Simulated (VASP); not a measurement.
Input of a VASP 6.6.1 run:

File INCAR:

```
ALGO = Fast ; EDIFF = 1E-6
EDIFFG = -0.3 ; ENCUT = 520
IBRION = 2 ; ISIF = 2
ISMEAR = -1 ; LASPH = True
LCHARG = False ; LREAL = Auto
LWAVE = False ; NELM = 60
NSW = 35 ; PREC = Accurate
SIGMA = 0.05
```

KPOINTS

```
k-points
0
Gamma
  1 1 1
```

Contents of POSCAR:

```
N
1.0
    8.8620950000      0.0000000000      0.0000000000
    0.0000000000      8.8620950000      0.0000000000
    0.0000000000      0.0000000000      8.8620950000
N
24
Direct
    0.9837746000      0.6813631000      0.2622551000
    0.8834531000      0.6300570000      0.2025781000
    0.9536537000      0.6364012000      0.8125885000
    0.9936085000      0.7509123000      0.7732326000
    0.1361418000      0.8675217000      0.4443989000
    0.2470337000      0.8090626000      0.4677135000
    0.8185721000      0.2779925000      0.5611660000
    0.9065014000      0.3495347000      0.5027861000
    0.1245943000      0.2448014000      0.9716638000
    0.1025421000      0.2389762000      0.8462133000
    0.7725633000      0.0628415000      1.0026563000
    0.8022914000      0.0634317000      0.8786645000
    0.5697595000      0.7099235000      0.5215871000
    0.5581379000      0.6043359000      0.4510586000
    0.5799355000      0.8036654000      0.8065989000
    0.4877871000      0.7182455000      0.8282825000
    0.5398571000      0.9346713000      0.2455903000
    0.4820149000      0.9557891000      0.1339373000
    0.1870203000      0.8260202000      0.9872813000
    0.2508660000      0.8927214000      0.8993453000
    0.3526977000      0.4046574000      0.9155972000
    0.3939543000      0.4075035000      0.7949828000
    0.5589091000      0.1841930000      0.5908460000
    0.5411957000      0.1823496000      0.4645887000
```

Potentials or basis: VASP PAW LDA potentials, release 64 (N).

Command:

```console
$ cat potpaw_LDA.64/N/POTCAR > POTCAR
$ mpirun -np 1 vasp_gam > vasp.out
```

Q: What does it give for the energy gained by relaxing?

A: 44.5 meV/atom.

Q: Predict the band gap on the k mesh.

A: 6.95 eV, direct.

Forces in eV/Å, atoms in the order of the input:
```
N    0.066 -0.025  0.008
N   -0.122 -0.020 -0.062
N    0.003  0.122 -0.090
N   -0.103 -0.178  0.029
N    0.033  0.035  0.040
N   -0.011  0.038  0.022
N    0.085  0.106 -0.085
N   -0.070 -0.064  0.099
N   -0.019 -0.011 -0.109
N    0.029  0.036  0.098
N    0.018  0.009 -0.082
N   -0.046 -0.026  0.058
N    0.031 -0.064 -0.056
N    0.039 -0.017  0.012
N    0.006 -0.087  0.038
N    0.138  0.181 -0.024
N   -0.035 -0.012 -0.035
N    0.069  0.010  0.068
N    0.058  0.144 -0.112
N   -0.174 -0.068  0.167
N    0.030 -0.077 -0.104
N   -0.013 -0.008  0.092
N    0.002 -0.035 -0.269
N   -0.013  0.010  0.299
```

Caveat: the standard files for N, O and F lose accuracy on very short bonds. Expect the measured gap to be larger: semilocal functionals such as LDA lack the derivative discontinuity.
